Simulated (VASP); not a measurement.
Method: r2SCAN meta-GGA, VASP's PBE PAW potentials (set 64) (plane waves; VASP).

The input files of a VASP run:

INCAR:
```
SYSTEM = GaP
PREC = Accurate
ENCUT = 400
EDIFF = 1E-6
NELM = 100
ALGO = Normal
LREAL = .FALSE.
LASPH = .TRUE.
ISMEAR = 0
SIGMA = 0.05
METAGGA = R2SCAN
LMIXTAU = .TRUE.
LMAXMIX = 4
LWAVE = .FALSE.
LCHARG = .FALSE.
IBRION = 2
ISIF = 3
NSW = 60
EDIFFG = -0.01
```

KPOINTS:
```
K-points
0
G
  8 8 8
0 0 0
```

### POSCAR
```
GaP
1
    0.0000000000     2.7250000000     2.7250000000
    2.7250000000     0.0000000000     2.7250000000
    2.7250000000     2.7250000000     0.0000000000
Ga P
1 1
Direct
  0.0000000000   0.0000000000   0.0000000000
  0.2500000000   0.2500000000   0.2500000000
```

POTCAR, in this order: Ga_d P (PBE.64 set). Program: vasp_std.

Output of the run:

**OSZICAR**
```
       N       E                     dE             d eps       ncg     rms          rms(c)
DAV:   1     0.553273280056E+02    0.55327E+02   -0.85334E+03   762   0.174E+03
DAV:   2    -0.188777321648E+02   -0.74205E+02   -0.71493E+02   814   0.285E+02
DAV:   3    -0.236626334693E+02   -0.47849E+01   -0.47661E+01   959   0.674E+01
DAV:   4    -0.237384585767E+02   -0.75825E-01   -0.75800E-01   957   0.926E+00
DAV:   5    -0.237398142811E+02   -0.13557E-02   -0.13557E-02   963   0.100E+00    0.482E+00
DAV:   6    -0.214178657353E+02    0.23219E+01   -0.68090E-01   930   0.188E+01    0.315E+00
DAV:   7    -0.215875192622E+02   -0.16965E+00   -0.45488E-01   919   0.769E+00    0.154E+00
DAV:   8    -0.214384404387E+02    0.14908E+00   -0.11273E-01   794   0.452E+00    0.105E+00
DAV:   9    -0.214432508819E+02   -0.48104E-02   -0.19515E-01   759   0.466E+00    0.278E-01
DAV:  10    -0.214551981019E+02   -0.11947E-01   -0.15340E-01   754   0.401E+00    0.123E-01
DAV:  11    -0.214604509416E+02   -0.52528E-02   -0.57409E-03   919   0.640E-01    0.488E-02
DAV:  12    -0.214597704192E+02    0.68052E-03   -0.60421E-04   854   0.218E-01    0.662E-02
DAV:  13    -0.214607735885E+02   -0.10032E-02   -0.74317E-04   774   0.310E-01    0.253E-02
DAV:  14    -0.214607968177E+02   -0.23229E-04   -0.22204E-05   959   0.454E-02    0.281E-02
DAV:  15    -0.214607901416E+02    0.66761E-05   -0.79802E-06   789   0.368E-02    0.262E-02
DAV:  16    -0.214608060238E+02   -0.15882E-04   -0.65339E-06   774   0.315E-02    0.585E-03
DAV:  17    -0.214608062828E+02   -0.25900E-06   -0.11849E-06   617   0.110E-02
   1 F= -.21460806E+02 E0= -.21460806E+02  d E =-.214608E+02
       N       E                     dE             d eps       ncg     rms          rms(c)
DAV:   1    -0.214626761657E+02   -0.18701E-02   -0.24124E-02   999   0.339E+00    0.257E-01
DAV:   2    -0.214612602176E+02    0.14159E-02   -0.24650E-03   964   0.128E+00    0.120E-01
DAV:   3    -0.214608882633E+02    0.37195E-03   -0.42921E-04   939   0.514E-01    0.276E-02
DAV:   4    -0.214608660893E+02    0.22174E-04   -0.11587E-04   851   0.149E-01    0.674E-03
DAV:   5    -0.214608784181E+02   -0.12329E-04   -0.11607E-05   759   0.365E-02    0.921E-03
DAV:   6    -0.214608736838E+02    0.47342E-05   -0.57987E-06   764   0.222E-02    0.287E-03
DAV:   7    -0.214608726023E+02    0.10815E-05   -0.62846E-06   754   0.312E-02    0.104E-03
DAV:   8    -0.214608747803E+02   -0.21780E-05   -0.74546E-07   547   0.815E-03    0.205E-03
DAV:   9    -0.214608735405E+02    0.12398E-05   -0.70184E-08   377   0.334E-03    0.106E-03
DAV:  10    -0.214608736784E+02   -0.13787E-06   -0.47252E-08   377   0.318E-03
   2 F= -.21460874E+02 E0= -.21460874E+02  d E =-.673956E-04
       N       E                     dE             d eps       ncg     rms          rms(c)
DAV:   1    -0.214609928262E+02   -0.11929E-03   -0.13766E-03   999   0.815E-01    0.614E-02
DAV:   2    -0.214609059543E+02    0.86872E-04   -0.13900E-04   969   0.299E-01    0.287E-02
DAV:   3    -0.214608821830E+02    0.23771E-04   -0.25379E-05   934   0.125E-01    0.651E-03
DAV:   4    -0.214608808637E+02    0.13193E-05   -0.67407E-06   803   0.364E-02    0.165E-03
DAV:   5    -0.214608822826E+02   -0.14189E-05   -0.57699E-07   472   0.805E-03    0.183E-03
DAV:   6    -0.214608824824E+02   -0.19974E-06   -0.11562E-06   523   0.135E-02
   3 F= -.21460882E+02 E0= -.21460882E+02  d E =-.761996E-04
```

### OUTCAR
```
------------------------ aborting loop because EDIFF is reached ----------------------------------------
  FORCE on cell =-STRESS in cart. coord.  units (eV):
  Direction    XX          YY          ZZ          XY          YZ          ZX
  --------------------------------------------------------------------------------------
  Total       -0.0086860     -0.0086860     -0.0086860      0.0000000      0.0000000      0.0000000
  in kB       -0.3448042     -0.3448042     -0.3448042      0.0000000      0.0000000      0.0000000
  external PRESSURE =      -0.3448042 kB  Pullay stress =       0.0000000 kB
  volume of cell :       40.36
      direct lattice vectors                 reciprocal lattice vectors
     0.000000000  2.722552393  2.722552393    -0.183651195  0.183651195  0.183651195
     2.722552393 -0.000000000  2.722552393     0.183651195 -0.183651195  0.183651195
     2.722552393  2.722552393 -0.000000000     0.183651195  0.183651195 -0.183651195
  FREE ENERGIE OF THE ION-ELECTRON SYSTEM (eV)
  ---------------------------------------------------
  free  energy   TOTEN  =       -21.4608824824 eV

  energy  without entropy=      -21.4608824824  energy(sigma->0) =      -21.46088248

 reached required accuracy - stopping structural energy minimisation
```
(Selected blocks of OUTCAR.)

**CONTCAR**
```
GaP
   1.00000000000000
     0.0000000000000000    2.7225523932486668    2.7225523932486668
     2.7225523932486668   -0.0000000000000000    2.7225523932486668
     2.7225523932486668    2.7225523932486668   -0.0000000000000000
  Ga              P
     1     1
Direct
     0.0000000000000000    0.0000000000000000    0.0000000000000000
     0.2500000000000000    0.2500000000000000    0.2500000000000000
```

The compound is GaP in the zinc blende structure. This run relaxes it. Symmetry was kept, so distortions that lower it aren't found.
